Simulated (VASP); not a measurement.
**Bulk modulus of zinc-blende III-V compounds: measurement against PBE**

Computed values from VASP (plane waves, PAW); cells keep the symmetry of their structure type. Static lattice, from a third-order Birch-Murnaghan fit over five volumes at each level.

Here x stands for PBE B0 and y for measured B0.

| solid | PBE B0 (GPa) | measured B0 (GPa) | cut-off (eV) | basis of the measured value |
|---|---|---|---|---|
| InSb | 36.8 | 46.1 | 520 | 0 K, zero-point corrected |
| InAs | 48.4 | 58.6 | 520 | 0 K, zero-point corrected |
| InP | 59.4 | 72.0 | 520 | 0 K, zero-point corrected |
| GaAs | 59.6 | 76.7 | 520 | 0 K, zero-point corrected |
| AlAs | 67.3 | ? | 520 | 0 K, zero-point corrected |
| GaP | 76.3 | 89.6 | 520 | 0 K, zero-point corrected |
| BP | 161.7 | 176.5 | 520 | 0 K, zero-point corrected |
| BN | 372.8 | 410.2 | 520 | 0 K, zero-point corrected |

Fit y of the 7 rows that show it with a straight line. With u = x - 116, the rows have u = -79.20, -67.60, -56.60, -56.40, -39.70, 45.70, 256.80. Means: u 0.42857, y 132.81. About the means, the sum of products is 93436 and the sum of squares of u is 86836; the slope is their ratio. Least squares gives y = 132.35 + 1.07600·u. Residuals (row less fit): -1.03, -1.01, 0.55, 5.04, -0.03, -5.02, 1.53; standard error 3.33 (degrees of freedom: 5). The slope is 1.08 with a standard error of 0.011. Before the fit, PBE less measured has mean -16.39, mean absolute 16.39 and median absolute 13.30 GPa over these 7 rows.

Estimate the missing y (x = 67.3); what was measured?

u = -48.70, so y = 132.35 + 1.07600 × (-48.70) = 79.95 GPa. The measured value is 75.0 GPa, 4.95 GPa below the prediction (1.4 % of the range of y in the table). The row lies between fitted rows. From the scatter of the fitted rows alone, a prediction at this place has a standard error of 3.60 GPa, so the miss is 1.4 times that.

Plain PBE misses this row by -7.7 GPa. The rows are a random draw of 8 from the 8 solids that have both values on this basis (zero-point corrected by the source), of 11 computed in this series. Not drawn: V to Ni and open 4f shells, rows kept for tests, unfit runs, cells that left their space group, values derived or compiled from fits, values whose temperature is given only as extrapolated, encyclopaedia, home-page and unnamed sources, sources from 2025 on. Measured values as quoted by these papers, many of them computational: InSb Daniel Mejia-Rodriguez et al., Physical Review B (2018), arXiv:1807.09216; InAs Daniel Mejia-Rodriguez et al., Physical Review B (2018), arXiv:1807.09216; InP Daniel Mejia-Rodriguez et al., Physical Review B (2018), arXiv:1807.09216; GaAs Daniel Mejia-Rodriguez et al., Physical Review B (2018), arXiv:1807.09216; AlAs Daniel Mejia-Rodriguez et al., Physical Review B (2018), arXiv:1807.09216; GaP Daniel Mejia-Rodriguez et al., Physical Review B (2018), arXiv:1807.09216; BP Tamar Goldzak et al., The Journal of Chemical Physics (2022), arXiv:2208.04865; BN Daniel Mejia-Rodriguez et al., Physical Review B (2018), arXiv:1807.09216.
